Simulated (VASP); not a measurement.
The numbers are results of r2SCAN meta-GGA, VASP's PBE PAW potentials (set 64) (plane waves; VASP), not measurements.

The input files of a VASP run:

### POSCAR
```
Fe
1
   -1.4303639293     1.4303639293     1.4303639293
    1.4303639293    -1.4303639293     1.4303639293
    1.4303639293     1.4303639293    -1.4303639293
Fe
1
Direct
  0.0000000000   0.0000000000   0.0000000000
```

INCAR:
```
# general
SYSTEM   =  Fe
PREC     =  Accurate
ENCUT    =  500
LREAL    =  .FALSE.
LASPH    =  .TRUE.

# electronic loop
EDIFF    =  1E-6
NELM     =  100
ALGO     =  Normal
LMAXMIX  =  4
LMIXTAU  =  .TRUE.

# smearing
ISMEAR   =  1
SIGMA    =  0.1

# functional
METAGGA  =  R2SCAN

# spin
ISPIN    =  2
MAGMOM   =  2.7

# ions
IBRION   =  2
NSW      =  40
ISIF     =  3
EDIFFG   =  -0.02

# output
LWAVE    =  .FALSE.
LCHARG   =  .FALSE.
LORBIT   =  10
```

**KPOINTS**
```
Automatic mesh
0
Gamma
18 18 18
0 0 0
```

POTCAR, in this order: Fe (PBE.64 set). Program: vasp_std.

Output of the run:

### OUTCAR
```
 ion  position               nearest neighbor table
   1  0.000  0.000  0.000-
  LATTYP: Found a body centered cubic cell.
 ALAT       =     2.8607278586
 Subroutine PRICEL returns:
 Original cell was already a primitive cell.
 Subroutine GETGRP returns: Found 48 space group operations
The static configuration has the point symmetry O_h .
The dynamic configuration has the point symmetry O_h .
The overall configuration has the point symmetry O_h .
 Subroutine INISYM returns: Found 48 space group operations
 Subroutine IBZKPT returns following result:
 Found    195 irreducible k-points:

 Following reciprocal coordinates:
            Coordinates               Weight
  0.000000  0.000000  0.000000      1.000000
  0.055556  0.000000  0.000000     12.000000
  0.111111  0.000000  0.000000     12.000000
  0.166667  0.000000  0.000000     12.000000
  0.222222  0.000000  0.000000     12.000000
  0.277778  0.000000  0.000000     12.000000
  0.333333  0.000000  0.000000     12.000000
  0.388889  0.000000  0.000000     12.000000
  0.444444  0.000000  0.000000     12.000000
  0.500000  0.000000  0.000000      6.000000
  0.055556  0.055556  0.000000     24.000000
  0.111111  0.055556  0.000000     48.000000
  0.166667  0.055556  0.000000     48.000000
  0.222222  0.055556  0.000000     48.000000
  0.277778  0.055556  0.000000     48.000000
  0.333333  0.055556  0.000000     48.000000
  0.388889  0.055556  0.000000     48.000000
  0.444444  0.055556  0.000000     48.000000
  0.111111  0.111111  0.000000     24.000000
  0.166667  0.111111 -0.000000     48.000000
  0.222222  0.111111 -0.000000     48.000000
  0.277778  0.111111  0.000000     48.000000
  0.333333  0.111111  0.000000     48.000000
  0.388889  0.111111  0.000000     48.000000
...
```

File OSZICAR:
```
       N       E                     dE             d eps       ncg     rms          rms(c)
DAV:   1     0.103072076412E+02    0.10307E+02   -0.41159E+03  7276   0.107E+03
DAV:   2    -0.153761123122E+02   -0.25683E+02   -0.23881E+02  7080   0.133E+02
DAV:   3    -0.157265764181E+02   -0.35046E+00   -0.34882E+00  7831   0.218E+01
DAV:   4    -0.157286893334E+02   -0.21129E-02   -0.21128E-02  7710   0.157E+00
DAV:   5    -0.157287142728E+02   -0.24939E-04   -0.24938E-04  7604   0.153E-01    0.117E+01
DAV:   6    -0.142547542115E+02    0.14740E+01   -0.22066E+01  7466   0.744E+01    0.871E+00
DAV:   7    -0.143489392268E+02   -0.94185E-01   -0.32734E+00  8065   0.248E+01    0.519E+00
DAV:   8    -0.143625888181E+02   -0.13650E-01   -0.78774E-02  7874   0.274E+00    0.227E+00
DAV:   9    -0.143573802709E+02    0.52085E-02   -0.87260E-02  8201   0.345E+00    0.721E-01
DAV:  10    -0.143593807527E+02   -0.20005E-02   -0.14499E-02  8189   0.124E+00    0.176E-01
DAV:  11    -0.143600649948E+02   -0.68424E-03   -0.13055E-03  7949   0.524E-01    0.891E-02
DAV:  12    -0.143600505395E+02    0.14455E-04   -0.11609E-05  7617   0.406E-02    0.607E-02
DAV:  13    -0.143600417435E+02    0.87959E-05   -0.32581E-05  7521   0.847E-02    0.183E-02
DAV:  14    -0.143600379633E+02    0.37802E-05   -0.34432E-06  7085   0.259E-02    0.431E-03
DAV:  15    -0.143600385134E+02   -0.55010E-06   -0.35440E-08  3539   0.241E-03
   1 F= -.14360039E+02 E0= -.14360047E+02  d E =-.143600E+02  mag=     2.6196
```

**OUTCAR**
```
------------------------ aborting loop because EDIFF is reached ----------------------------------------
  FORCE on cell =-STRESS in cart. coord.  units (eV):
  Direction    XX          YY          ZZ          XY          YZ          ZX
  --------------------------------------------------------------------------------------
  Total        0.0039107      0.0039107      0.0039107      0.0000000      0.0000000     -0.0000000
  in kB        0.5352636      0.5352636      0.5352636      0.0000000      0.0000000     -0.0000000
  external PRESSURE =       0.5352636 kB  Pullay stress =       0.0000000 kB
  volume of cell :       11.71
      direct lattice vectors                 reciprocal lattice vectors
    -1.430363929  1.430363929  1.430363929     0.000000000  0.349561388  0.349561388
     1.430363929 -1.430363929  1.430363929     0.349561388  0.000000000  0.349561388
     1.430363929  1.430363929 -1.430363929     0.349561388  0.349561388  0.000000000
 POSITION                                       TOTAL-FORCE (eV/Angst)
 -----------------------------------------------------------------------------------
      0.00000      0.00000      0.00000         0.000000     -0.000000      0.000000
 -----------------------------------------------------------------------------------
    total drift:                                0.000000     -0.000000      0.000000
  FREE ENERGIE OF THE ION-ELECTRON SYSTEM (eV)
  ---------------------------------------------------
  free  energy   TOTEN  =       -14.3600385134 eV

  energy  without entropy=      -14.3600644231  energy(sigma->0) =      -14.36004715

 total charge

# of ion       s       p       d       tot
------------------------------------------
    1        0.480   0.553   6.178   7.211

 magnetization (x)

# of ion       s       p       d       tot
------------------------------------------
    1       -0.013  -0.120   2.823   2.689

 reached required accuracy - stopping structural energy minimisation
```
(Selected blocks of OUTCAR.)

The compound is Fe in the bcc structure. It was relaxed first.
